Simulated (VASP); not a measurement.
Here is the system:

```xyz
2
Lattice="0.0000 2.4433 2.4433 2.4433 0.0000 2.4433 2.4433 2.4433 0.0000" Properties=species:S:1:pos:R:3 pbc="T T T"
Y      0.0000     0.0000     0.0000
N      2.4433     2.4433     2.4433
```

Method: r2SCAN+rVV10, VASP's PBE PAW potentials (set 64) (plane waves; VASP 6.6.1). Settings: 520 eV cut-off, 10×10×10 Γ-centred mesh, tetrahedra with Blöchl corrections, potentials Y_sv N.

Problem. Give the energies of bands 6 to 11 at the high-symmetry points, in eV from the valence-band maximum.

Solution. 
```json
[
 {"band": "6", "Γ": "0.00", "X": "-1.54", "U": "-2.18", "L": "-4.08", "W": "-2.19"},
 {"band": "7", "Γ": "0.00", "X": "-0.40", "U": "-1.61", "L": "-2.30", "W": "-1.54"},
 {"band": "8", "Γ": "0.00", "X": "-0.40", "U": "-1.34", "L": "-2.30", "W": "-1.54"},
 {"band": "9", "Γ": "3.57", "X": "0.56", "U": "2.86", "L": "6.26", "W": "4.46"},
 {"band": "10", "Γ": "3.57", "X": "7.37", "U": "6.82", "L": "6.91", "W": "4.46"},
 {"band": "11", "Γ": "3.57", "X": "7.81", "U": "7.57", "L": "6.91", "W": "7.86"}
]
```

The gap is indirect, 0.56 eV, from the valence maximum at Γ to the conduction minimum at X.

The compound is YN in the rock salt structure. It was relaxed first.
